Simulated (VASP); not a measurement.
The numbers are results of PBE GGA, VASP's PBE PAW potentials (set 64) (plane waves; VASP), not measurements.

Input for VASP

**KPOINTS**
```
Automatic mesh
0
Gamma
12 12 8
0 0 0
```

**POSCAR**
```
GaN
1
    1.6227726309    -2.8107246057     0.0000000000
    1.6227726309     2.8107246057     0.0000000000
    0.0000000000     0.0000000000     5.2781419903
Ga N
2 2
Direct
  0.6666670000   0.3333330000   0.5000000000
  0.3333330000   0.6666670000   0.0000000000
  0.6666670000   0.3333330000   0.8770000000
  0.3333330000   0.6666670000   0.3770000000
```

### INCAR
```
ALGO=Fast
EDIFF=1E-5
EDIFFG=-0.03
ENCUT=400
GGA=PE
IBRION=2
ISIF=2
ISMEAR=0
LASPH=.True.
LCHARG=.False.
LMAXMIX=4
LREAL=.False.
LWAVE=.True.
NELM=100
NELMIN=4
NSW=20
PREC=Normal
SIGMA=0.05
SYSTEM=GaN
```

POTCAR, in this order: Ga N (PBE.64 set). Program: vasp_std.

What VASP printed:

**OSZICAR**
```
       N       E                     dE             d eps       ncg     rms          rms(c)
DAV:   1     0.513442342995E+02    0.51344E+02   -0.64715E+03  2288   0.955E+02
DAV:   2    -0.244639458045E+02   -0.75808E+02   -0.70451E+02  3220   0.199E+02
DAV:   3    -0.282727617419E+02   -0.38088E+01   -0.37821E+01  3004   0.492E+01
DAV:   4    -0.283122175572E+02   -0.39456E-01   -0.39415E-01  2648   0.528E+00
DAV:   5    -0.283129160326E+02   -0.69848E-03   -0.69835E-03  2956   0.648E-01    0.126E+01
RMM:   6    -0.243209847179E+02    0.39919E+01   -0.12858E+01  2280   0.224E+01    0.484E+00
RMM:   7    -0.243958280054E+02   -0.74843E-01   -0.16687E+00  2280   0.853E+00    0.296E+00
RMM:   8    -0.243567486304E+02    0.39079E-01   -0.15682E-01  2280   0.314E+00    0.452E-01
RMM:   9    -0.243541805543E+02    0.25681E-02   -0.45458E-02  2336   0.119E+00    0.188E-01
RMM:  10    -0.243552969432E+02   -0.11164E-02   -0.12616E-02  2388   0.645E-01    0.104E-01
RMM:  11    -0.243555000889E+02   -0.20315E-03   -0.18266E-03  2280   0.335E-01    0.551E-02
RMM:  12    -0.243554439823E+02    0.56107E-04   -0.55350E-04  2290   0.138E-01    0.151E-02
RMM:  13    -0.243554531054E+02   -0.91231E-05   -0.96452E-05  1875   0.592E-02
   1 F= -.24355453E+02 E0= -.24355453E+02  d E =-.243555E+02
```

**OUTCAR**
```
------------------------ aborting loop because EDIFF is reached ----------------------------------------
  FORCE on cell =-STRESS in cart. coord.  units (eV):
  Direction    XX          YY          ZZ          XY          YZ          ZX
  --------------------------------------------------------------------------------------
  Total       -0.7599044     -0.7599044     -0.7562910      0.0000000      0.0000000      0.0000000
  in kB      -25.2861388    -25.2861381    -25.1659000      0.0000000      0.0000000      0.0000000
  external PRESSURE =     -25.2460590 kB  Pullay stress =       0.0000000 kB
  volume of cell :       48.15
      direct lattice vectors                 reciprocal lattice vectors
     1.622772631 -2.810724606  0.000000000     0.308114637 -0.177890071  0.000000000
     1.622772631  2.810724606  0.000000000     0.308114637  0.177890071  0.000000000
     0.000000000  0.000000000  5.278141990     0.000000000  0.000000000  0.189460610
  FREE ENERGIE OF THE ION-ELECTRON SYSTEM (eV)
  ---------------------------------------------------
  free  energy   TOTEN  =       -24.3554531054 eV

  energy  without entropy=      -24.3554531054  energy(sigma->0) =      -24.35545311

 reached required accuracy - stopping structural energy minimisation
```
(Selected blocks of OUTCAR.)

OUTCAR:
```
 val. band max:        2.5469149503   @ k =   0.0000   0.0000   0.0000

 cond. band min:       4.1793119070   @ k =   0.0000   0.0000   0.0000


 Fermi energy:         2.8228873405

 k-point     1 :       0.0000    0.0000    0.0000
  band No.  band energies     occupation
      1     -12.9375      2.00000
      2     -10.7781      2.00000
      3      -4.0997      2.00000
      4       1.5866      2.00000
      5       1.5872      2.00000
      6       2.5286      2.00000
      7       2.5461      2.00000
      8       2.5469      2.00000
      9       4.1793      0.00000
     10       6.5368      0.00000
     11      11.5233      0.00000
     12      12.2333      0.00000

 k-point     2 :       0.0833   -0.0000    0.0000
  band No.  band energies     occupation
      1     -12.8488      2.00000
      2     -10.7204      2.00000
      3      -4.0072      2.00000
      4       1.0760      2.00000
      5       1.4492      2.00000
      6       1.8792      2.00000
      7       2.4657      2.00000
      8       2.4908      2.00000
      9       4.7960      0.00000
     10       6.9720      0.00000
     11      11.3663      0.00000
     12      11.7542      0.00000

 k-point     3 :       0.1667   -0.0000    0.0000
  band No.  band energies     occupation
      1     -12.5886      2.00000
      2     -10.5599      2.00000
      3      -3.7417      2.00000
      4      -0.0530      2.00000
      5       0.7820      2.00000
      6       1.1123      2.00000
      7       2.2652      2.00000
      8       2.3263      2.00000
      9       5.7484      0.00000
     10       7.8098      0.00000
     11      10.5656      0.00000
     12      11.3114      0.00000

 k-point     4 :       0.2500   -0.0000    0.0000
  band No.  band energies     occupation
      1     -12.1783      2.00000
      2     -10.3412      2.00000
      3      -3.3581      2.00000
      4      -1.2588      2.00000
      5      -0.3279      2.00000
      6       0.7095      2.00000
...
```

At this cut-off the stress carries a Pulay error, which pulls relaxed volumes low.

The compound is GaN in the wurtzite structure. It was relaxed first, which changed the volume by +5 %.
